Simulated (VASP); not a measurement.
Method: PBE GGA, VASP's PBE PAW potentials (set 64) (plane waves; VASP).

A VASP calculation is set up with these files.

### INCAR
```
! general
SYSTEM  = CuAu
PREC    = Accurate
ENCUT   = 400
LREAL   = .FALSE.
LASPH   = .TRUE.

! electronic loop
EDIFF   = 1E-6
NELM    = 100
ALGO    = Normal
LMAXMIX = 6

! smearing
ISMEAR  = 1
SIGMA   = 0.1

! functional
GGA     = PE

! ions
ISIF    = 2

! output
LWAVE   = .FALSE.
LCHARG  = .FALSE.
```

POSCAR:
```
CuAu
1
    2.8560000000     0.0000000000     0.0000000000
    0.0000000000     2.8560000000     0.0000000000
    0.0000000000     0.0000000000     3.7434000000
Cu Au
1 1
Direct
  0.0000000000   0.0000000000   0.0000000000
  0.5000000000   0.5000000000   0.5000000000
```

**KPOINTS**
```
Automatic mesh
0
gamma
17 17 14
0 0 0
```

POTCAR, in this order: Cu Au (PBE.64 set). Program: vasp_std.

Gaps are read on the run's mesh, which can miss a band edge. Unless said otherwise, spin-orbit coupling is left out, though it shifts the bands of the heavy elements here.

Q: Predict the energy per atom (σ→0), pressure, band gap (on the k-mesh).

A: 
| Quantity | Result |
|---|---|
| energy per atom (σ→0) | -3.529 eV/atom |
| band gap (on the k-mesh) | none (metal, semimetal or under 0.01 eV) |
| pressure | -2.58 GPa |

OSZICAR:
```
...
DAV:   7    -0.710398525281E+01    0.45959E+00   -0.32242E+00 13396   0.912E+01    0.519E+00
DAV:   8    -0.706556820261E+01    0.38417E-01   -0.22588E-01 15374   0.112E+01    0.263E+00
DAV:   9    -0.705902905982E+01    0.65391E-02   -0.23684E-02 16714   0.380E+00    0.161E-01
DAV:  10    -0.705852256697E+01    0.50649E-03   -0.42979E-03 15815   0.108E+00    0.101E-01
DAV:  11    -0.705851935594E+01    0.32110E-05   -0.28439E-04 16408   0.495E-01    0.513E-02
DAV:  12    -0.705850495384E+01    0.14402E-04   -0.61441E-05 14344   0.277E-01    0.295E-03
DAV:  13    -0.705850472708E+01    0.22676E-06   -0.18742E-06  8621   0.319E-02
   1 F= -.70585047E+01 E0= -.70584374E+01  d E =-.201842E-03
```

The compound is CuAu in the L1_0 structure. The cell was not relaxed at this level. The run is one of a series of settings (KPOINTS 17×17×14 Γ-centred mesh against the base run), some of them coarse on purpose.
